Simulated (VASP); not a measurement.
```yaml
crystal:
  lattice:
    - [0.00000, 3.25168, 3.25168]
    - [3.25168, 0.00000, 3.25168]
    - [3.25168, 3.25168, 0.00000]
  atoms:
    - { symbol: Te, position: [0.50000, 0.50000, 0.50000] }
    - { symbol: Pb, position: [0.00000, 0.00000, 0.00000] }
```

Level of theory: revTPSS meta-GGA, VASP's PBE PAW potentials (set 64) (plane waves; VASP 6.6.1). Numerical set-up: 520 eV cut-off, 8×8×8 Γ-centred mesh, tetrahedra with Blöchl corrections, potentials Te Pb_d.

Unless said otherwise, spin-orbit coupling is left out, though it shifts the bands of the heavy elements here.

**Question.** Tabulate the total density of states (states/eV per cell) against energy (eV; zero at the valence-band maximum or, without a gap, the Fermi level).

**Answer.** 
```csv
E (eV),DOS (states/eV)
-9.94,0.00
-9.82,0.00
-9.58,0.00
-9.46,0.00
-9.22,0.00
-9.10,0.00
-8.86,0.00
-8.74,0.00
-8.50,0.00
-8.38,0.10
-8.14,1.25
-8.02,1.98
-7.78,1.81
-7.66,1.41
-7.42,1.25
-7.30,1.06
-7.06,0.47
-6.94,0.41
-6.70,0.29
-6.58,0.23
-6.34,0.17
-6.22,0.14
-5.98,0.09
-5.86,0.06
-5.62,0.01
-5.50,0.00
-5.26,0.00
-5.14,0.00
-4.90,0.00
-4.78,0.00
-4.54,0.00
-4.42,0.00
-4.18,0.23
-4.06,0.43
-3.82,0.54
-3.70,0.91
-3.46,0.73
-3.34,0.83
-3.10,1.04
-2.98,1.27
-2.74,1.52
-2.62,1.79
-2.38,1.80
-2.26,1.85
-2.02,1.95
-1.90,1.95
-1.66,2.07
-1.54,2.01
-1.30,2.12
-1.18,2.10
-0.94,1.86
-0.82,1.78
-0.58,2.48
-0.46,1.93
-0.22,0.29
-0.10,0.03
0.14,0.00
0.26,0.00
0.50,0.00
0.62,0.00
0.86,0.00
0.98,0.01
1.22,0.09
1.34,0.21
1.58,1.02
1.70,1.45
1.94,2.00
2.06,1.89
2.30,1.55
2.42,1.43
2.66,1.39
2.78,1.39
3.02,1.42
3.14,1.47
3.38,1.72
3.50,2.22
3.74,1.56
3.86,1.61
4.10,1.69
4.22,1.45
```
Within 2 eV below the valence-band maximum the largest weight inside VASP's projection spheres is Te p.

The compound is PbTe in the rock salt structure. It was relaxed first.
